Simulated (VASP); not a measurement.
# GW-BSE spectrum of NaCl, part 3 of 4

Wanted: the lowest vertical excitons of NaCl and its absorption. The cell is of the rock-salt type, one of the forms listed for this formula, which need not be the common one. The start is a cell from a database of measured crystal structures.

VASP 6.6.1, plane waves and PAW; the level of theory is named at each step.

So far, quasiparticle gap on the mesh (eV): step 4 (G0W0) 7.89.

The database entry behind the starting cell differs from later determinations by our own check (an axis about 0.4 % short against later determinations), so it need not match the best structure at ambient conditions.

### Step 5. BSE, Tamm-Dancoff

This step: BSE on G0W0 on PBE; plane waves and PAW (Cl_GW, Na_sv_GW) (VASP 6.6.1).

The Bethe-Salpeter equation adds the screened attraction of electron and hole to the quasiparticle pairs; ANTIRES = 0 leaves out the coupling to antiresonant pairs.

Contents of INCAR:

```
SYSTEM = NaCl
PREC = Accurate
ENCUT = 400
ISMEAR = 0
SIGMA = 0.01
LREAL = .FALSE.
GGA = PE
NBANDS = 104
ALGO = BSE
NBANDSO = 3
NBANDSV = 4
OMEGAMAX = 25
NEDOS = 1000
CSHIFT = 0.1
PRECFOCK = Fast
LWAVE = .FALSE.
LCHARG = .FALSE.
ENCUTGW = 100
ANTIRES = 0
```

Contents of POSCAR:

```
NaCl
1.0
    0.0000000000      2.8100000000      2.8100000000
    2.8100000000      0.0000000000      2.8100000000
    2.8100000000      2.8100000000      0.0000000000
Cl Na
1 1
Direct
    0.5000000000      0.5000000000      0.5000000000
    0.0000000000      0.0000000000      0.0000000000
```

Contents of KPOINTS:

```
Automatic mesh
0
Gamma
10 10 10
0 0 0
```

The projector-augmented-wave data sets are Cl_GW and Na_sv_GW (PBE family, release 64).

Started as:

```
> mpirun -np 8 vasp_std
```

Log:

```text
[banner, memory and clock lines left out]
running    8 mpi-ranks, on    1 nodes
 distrk:  each k-point on    8 cores,    1 groups
 distr:  one band on    1 cores,    8 groups

 POSCAR found type information on POSCAR ClNa
 POSCAR found :  2 types and       2 ions
|                                                                             |
|           W    W    AA    RRRRR   N    N  II  N    N   GGGG   !!!           |
|           W    W   A  A   R    R  NN   N  II  NN   N  G    G  !!!           |
|           W    W  A    A  R    R  N N  N  II  N N  N  G       !!!           |
|           W WW W  AAAAAA  RRRRR   N  N N  II  N  N N  G  GGG   !            |
|           WW  WW  A    A  R   R   N   NN  II  N   NN  G    G                |
|           W    W  A    A  R    R  N    N  II  N    N   GGGG   !!!           |
|                                                                             |
|     For optimal performance we recommend to set                             |
|       NCORE = 2 up to number-of-cores-per-socket                            |
|     NCORE specifies how many cores store one orbital (NPAR=cpu/NCORE).      |
|     This setting can greatly improve the performance of VASP for DFT.       |
|     The default, NCORE=1 might be grossly inefficient on modern             |
|     multi-core architectures or massively parallel machines. Do your        |
|     Unfortunately you need to use the default for GW and RPA                |
|     calculations (for HF NCORE is supported but not extensively tested      |
|     yet).                                                                   |
|                                                                             |

|                                                                             |
|           W    W    AA    RRRRR   N    N  II  N    N   GGGG   !!!           |
|           W    W   A  A   R    R  NN   N  II  NN   N  G    G  !!!           |
|           W    W  A    A  R    R  N N  N  II  N N  N  G       !!!           |
|           W WW W  AAAAAA  RRRRR   N  N N  II  N  N N  G  GGG   !            |
|           WW  WW  A    A  R   R   N   NN  II  N   NN  G    G                |
|           W    W  A    A  R    R  N    N  II  N    N   GGGG   !!!           |
|                                                                             |
|     The default for ENCUTGWSOFT is different in this version of VASP.       |
|     please manually set ENCUTGWSOFT =100 in the INCAR file.                 |
|                                                                             |

 LDA part: xc-table for (Slater+PW92), standard interpolation
 found WAVECAR, reading the header
 POSCAR, INCAR and KPOINTS ok, starting setup
 FFT: planning ... GRIDC
 FFT: planning ... GRID_SOFT
 FFT: planning ... GRID
 reading WAVECAR
 the WAVECAR file was read successfully
 initial charge from wavefunction
 available memory per node:     41.91 GB, setting MAXMEM to     42915

 The Fermi energy was updated, please check that it is located mid-gap
 values below the HOMO (VB) or above the LUMO (CB) will cause erroneous energies
 E-fermi :   1.2810

 the WAVEDER file was read successfully
 responsefunction array rank=     120

 min. memory requirement per mpi rank    486.8 MB, per node   3894.5 MB

 Doing            0  frequencies on each core in blocks of            0
 Found all WFULLXXXX.tmp files
 reading now WFULL0001.tmp
 reading now WFULL0002.tmp
 reading now WFULL0003.tmp
 reading now WFULL0004.tmp
 reading now WFULL0005.tmp
 reading now WFULL0006.tmp
 reading now WFULL0007.tmp
 reading now WFULL0008.tmp
 reading now WFULL0009.tmp
 reading now WFULL0010.tmp
 reading now WFULL0011.tmp
 reading now WFULL0012.tmp
 reading now WFULL0013.tmp
 reading now WFULL0014.tmp
 reading now WFULL0015.tmp
 reading now WFULL0016.tmp
 reading now WFULL0017.tmp
 reading now WFULL0018.tmp
 reading now WFULL0019.tmp
 reading now WFULL0020.tmp
 reading now WFULL0021.tmp
 reading now WFULL0022.tmp
 reading now WFULL0023.tmp
 reading now WFULL0024.tmp
 reading now WFULL0025.tmp
 reading now WFULL0026.tmp
 reading now WFULL0027.tmp
 reading now WFULL0028.tmp
 reading now WFULL0029.tmp
 reading now WFULL0030.tmp
 reading now WFULL0031.tmp
 reading now WFULL0032.tmp
 reading now WFULL0033.tmp
 reading now WFULL0034.tmp
 reading now WFULL0035.tmp
 reading now WFULL0036.tmp
 reading now WFULL0037.tmp
 reading now WFULL0038.tmp
 reading now WFULL0039.tmp
 reading now WFULL0040.tmp
 reading now WFULL0041.tmp
 reading now WFULL0042.tmp
 reading now WFULL0043.tmp
 reading now WFULL0044.tmp
 reading now WFULL0045.tmp
 reading now WFULL0046.tmp
 reading now WFULL0047.tmp
 parallelization over k-points
 Using distributed matrix
 Using distributed eigensolver
 allocating two-electron 4 orbital integral table    3    4    3    4
 BSE setting up matrix
 available memory per node:     40.97 GB, setting MAXMEM to     41958
 Calculate matrix elements of the BSE Hamiltonian:
 Workload is divided into blocks of two-electron 4 orbital integrals computed in
  parallel.
 Each block/integral has dimensions  of (   3,   4,   3,   4) orbitals
 Total number of blocks/integrals:               500500
 Number of spins:                                     1
 Number of kpoints:                                1000
 Spin channel:                                        1
  Number of blocks of unoccupied bands:               1
  Number of blocks of occupied bands:                 1
 Number of rows/columns of blocks:                 1000

                                                        Time (sec)
               Integrals                 Ranks       Real         CPU
  [         1 -       8000/    500500]     8         3.95        0.00
  [      8001 -      16000/    500500]     8         7.77        0.00
  [     16001 -      24000/    500500]     8        11.78        0.00
  [     24001 -      32000/    500500]     8        15.24        0.00
  [     32001 -      40000/    500500]     8        18.61        0.00
  [     40001 -      48000/    500500]     8        22.18        0.00
  [     48001 -      56000/    500500]     8        25.76        0.00
  [     56001 -      64000/    500500]     8        29.47        0.00
  [     64001 -      72000/    500500]     8        33.34        0.00
  [     72001 -      80000/    500500]     8        36.97        0.00
  [     80001 -      88000/    500500]     8        40.23        0.00
  [     88001 -      96000/    500500]     8        44.16        0.00
  [     96001 -     104000/    500500]     8        47.97        0.00
  [    104001 -     112000/    500500]     8        51.60        0.00
  [    112001 -     120000/    500500]     8        55.23        0.00
  [    120001 -     128000/    500500]     8        58.77        0.00
  [    128001 -     136000/    500500]     8        62.44        0.00
  [    136001 -     144000/    500500]     8        66.49        0.00
  [    144001 -     152000/    500500]     8        70.50        0.00
  [    152001 -     160000/    500500]     8        74.35        0.00
  [    160001 -     168000/    500500]     8        77.92        0.00
  [    168001 -     176000/    500500]     8        81.42        0.00
  [    176001 -     184000/    500500]     8        85.10        0.00
  [    184001 -     192000/    500500]     8        88.77        0.00
  [    192001 -     200000/    500500]     8        92.11        0.00
  [    200001 -     208000/    500500]     8        95.45        0.00
  [    208001 -     216000/    500500]     8        98.55        0.00
  [    216001 -     224000/    500500]     8       101.67        0.00
  [    224001 -     232000/    500500]     8       104.87        0.00
  [    232001 -     240000/    500500]     8       108.00        0.00
  [    240001 -     248000/    500500]     8       110.86        0.00
  [    248001 -     256000/    500500]     8       113.85        0.00
  [    256001 -     264000/    500500]     8       116.85        0.00
  [    264001 -     272000/    500500]     8       119.81        0.00
  [    272001 -     280000/    500500]     8       122.75        0.00
  [    280001 -     288000/    500500]     8       125.86        0.00
  [    288001 -     296000/    500500]     8       129.20        0.00
  [    296001 -     304000/    500500]     8       132.43        0.00
  [    304001 -     312000/    500500]     8       135.34        0.00
  [    312001 -     320000/    500500]     8       138.25        0.00
  [    320001 -     328000/    500500]     8       141.22        0.00
  [    328001 -     336000/    500500]     8       144.29        0.00
  [    336001 -     344000/    500500]     8       147.21        0.00
  [    344001 -     352000/    500500]     8       150.20        0.00
  [    352001 -     360000/    500500]     8       153.36        0.00
  [    360001 -     368000/    500500]     8       156.63        0.00
  [    368001 -     376000/    500500]     8       159.72        0.00
  [    376001 -     384000/    500500]     8       163.12        0.00
  [    384001 -     392000/    500500]     8       166.08        0.00
  [    392001 -     400000/    500500]     8       169.14        0.00
  [    400001 -     408000/    500500]     8       172.09        0.00
  [    408001 -     416000/    500500]     8       175.34        0.00
  [    416001 -     424000/    500500]     8       178.35        0.00
  [    424001 -     432000/    500500]     8       181.52        0.00
  [    432001 -     440000/    500500]     8       185.04        0.00
  [    440001 -     448000/    500500]     8       188.40        0.00
  [    448001 -     456000/    500500]     8       191.64        0.00
  [    456001 -     464000/    500500]     8       194.96        0.00
  [    464001 -     472000/    500500]     8       198.29        0.00
  [    472001 -     480000/    500500]     8       201.54        0.00
  [    480001 -     488000/    500500]     8       204.73        0.00
  [    488001 -     496000/    500500]     8       208.22        0.00
  [    496001 -     500000/    500500]     8       209.91        0.00
  [    500001 -     500500/    500500]     8       210.28        0.00

 BSE redistributing all elements
 BSE diagonalizing matrix PDSYEVX_ZHEEVX_DESC
 BSE calculating oscillator strength
```

The job ended after 9.2 min (8 MPI ranks of Intel Xeon 6975P-C (Granite Rapids), shared host; peak memory 11 GiB; 72 min of CPU time).

Parts of OUTCAR (step 5):

```text
   NELECT =      16.0000    total number of electrons

 E-fermi :   1.2810

[... 8 parts as in an earlier step ...]

[... 2 further parts left out ...]
```

Numbers from this step:

| Property | Result |
| --- | --- |
| lowest excitation | 7.065 eV |
| direct gap less the lowest excitation | 0.8236 eV |

The imaginary dielectric function, xx has structure finer than the step of the table below, so its rows give means over 0.5 eV, whole bins alone (the curve runs from 0 to 25 eV). Peaks (eV: height): 7.06: 9.35, 8.13: 3.65, 8.88: 4.63, 10.34: 6.62, 11.34: 3.25, 12.76: 3.79.

From 3 filled and 4 empty bands alone, without any pair above OMEGAMAX = 25 eV, so strength is missing wherever others contribute; lines are broadened by CSHIFT, which also makes the tail under the first line. The imaginary dielectric function, xx by photon energy; means over each step:

```
photon energy (eV)  imaginary dielectric function, xx
               0.5                            0.00162
               1.0                            0.00329
               1.5                            0.00511
               2.0                            0.00721
               2.5                            0.00969
               3.0                             0.0127
               3.5                             0.0167
               4.0                             0.0221
               4.5                             0.0302
               5.0                             0.0433
               5.5                             0.0680
               6.0                              0.129
               6.5                              0.420
               7.0                               4.48
               7.5                               1.93
               8.0                               2.54
               8.5                               2.04
               9.0                               2.73
               9.5                               1.70
              10.0                               2.55
              10.5                               4.23
              11.0                               2.56
              11.5                               2.61
              12.0                               2.08
              12.5                               3.01
              13.0                               2.69
              13.5                               1.96
              14.0                               1.42
              14.5                               1.34
              15.0                              0.953
              15.5                              0.531
              16.0                              0.338
              16.5                              0.188
              17.0                             0.0809
              17.5                             0.0698
              18.0                             0.0251
              18.5                             0.0208
              19.0                             0.0146
              19.5                             0.0112
              20.0                            0.00951
              20.5                            0.00819
              21.0                            0.00714
              21.5                            0.00629
              22.0                            0.00560
              22.5                            0.00501
              23.0                            0.00453
              23.5                            0.00411
              24.0                            0.00373
              24.5                            0.00339
```

Some of the lowest 40 states alone, with states under 2.5 meV apart joined, scaled to the strongest line shown. Lines of the exciton spectrum (strongest = 100):

```
position (eV)  lines merged  oscillator strength
        7.065             3                  100
        7.498             3                   22
        7.706             3                  0.0
        7.729             2                  0.0
        7.775             3                  0.0
        7.815             5                  0.0
        7.909             3                   10
        7.927             3                  0.0
        7.963             7                  0.0
        8.040             3                  3.7
        8.060             1                  0.0
```

The lowest excitation lies at 7.065 eV, -824 meV against the direct gap of these orbitals. No second mesh in this session tests these energies, peaks and heights.

[end of part 3 of 4]

[Lines on the potential files, build, host, timing and source positions are cut from VASP's logs without a mark.]

[Logs are printed without paths, hosts, clocks, repeated set-up lines and the standing remarks that a program may print on its own settings, such as how far it seeks lower states.]

[Hosts, paths, dates, database ids (printed as entryN), source tags and the programs' standing remarks are cut or masked in the printed files.]

[Pressures printed for these runs are not shown converged in the cutoff: they can be off by several GPa and have the wrong sign.]

[In band tables of VASP the shares of atoms and orbitals are scaled to a sum of 1 inside the atoms' spheres.]
